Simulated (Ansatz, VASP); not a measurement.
## HfAl3N in VASP and in Ansatz

File INCAR:

```
  ALGO = Normal
  EDIFF = 1E-7
  EDIFFG = -0.01
  ENCUT = 600
  GGA = PE
  IBRION = 2
  ISIF = 3
  ISMEAR = 0
  LASPH = True
  LCHARG = False
  LREAL = False
  LWAVE = False
  NELM = 80
  NSW = 100
  PREC = Accurate
  SIGMA = 0.1
```

The input KPOINTS:

```
k-points
0
Gamma
  10 10 10
```

File POSCAR:

```
HfAl3N
1.0
    4.1780834095      0.0000000000      0.0000000000
    0.0000000000      4.1780834095      0.0000000000
    0.0000000000      0.0000000000      4.1780834095
Hf Al N
1 3 1
Direct
    0.0000000000      0.0000000000      0.0000000000
    0.0000000000      0.5000000000      0.5000000000
    0.5000000000      0.0000000000      0.5000000000
    0.5000000000      0.5000000000      0.0000000000
    0.5000000000      0.5000000000      0.5000000000
```

Input for Ansatz:

```yaml
crystal:
  lattice:
    - [4.1780834095, 0.0, 0.0]
    - [0.0, 4.1780834095, 0.0]
    - [0.0, 0.0, 4.1780834095]
  atoms:
    - { symbol: Hf, position: [0.0, 0.0, 0.0] }
    - { symbol: Al, position: [0.0, 0.5, 0.5] }
    - { symbol: Al, position: [0.5, 0.0, 0.5] }
    - { symbol: Al, position: [0.5, 0.5, 0.0] }
    - { symbol: "N", position: [0.5, 0.5, 0.5] }
basis:
  ecutwfc: 420
kpoints:
  mp_grid: { grid: [10, 10, 10] }
hamiltonian:
  xc: pbe
scf:
  occupations: { method: gaussian, width: 0.1 }
output:
  forces: true
  stress: true
  eigenvalues: true
  write_density: true
  write_potential: true
  elf: true
  volumetric_format: npy
relax:
  adjacent_minimum: "off"
  f_tol: 0.01
  max_steps: 80
  cell: { stress_tol: 0.05 }
```

Change from the starting cell: species swapped into the GdBPd3 type (Pm-3m, No. 221).

Alike in both runs: task relaxation of cell and atoms; functional PBE; k mesh 10 × 10 × 10; occupations gaussian, width 0.1 eV; no spin polarisation.

|  | VASP | Ansatz |
| --- | --- | --- |
| version | VASP 6.6.1 | Ansatz 0.2.0 |
| potentials or method | VASP PAW PBE potentials, release 64 (Hf_pv, Al, N) | scalar-relativistic, plane waves, PAW |
| plane-wave cutoff (eV) | 600 | 420 |
| valence electrons in the cell | 24 | 40 |

|  | VASP | Ansatz | Ansatz less VASP |
| --- | --- | --- | --- |
| gap on the k mesh at the Fermi level, each at its own relaxed structure (eV) | none | none | - |
| relaxed volume (Å³/atom) | 14.69 | 14.69 | 0.000 |
| relaxed cell length with the largest relative difference (Å) | 4.188 | 4.188 | 0.0000 |

A gap of «none» marks a metal or a gap that the smearing closes. The two sets of potentials don't hold the same shells in valence.

Spin-orbit coupling is left out, which matters for the levels of Hf.
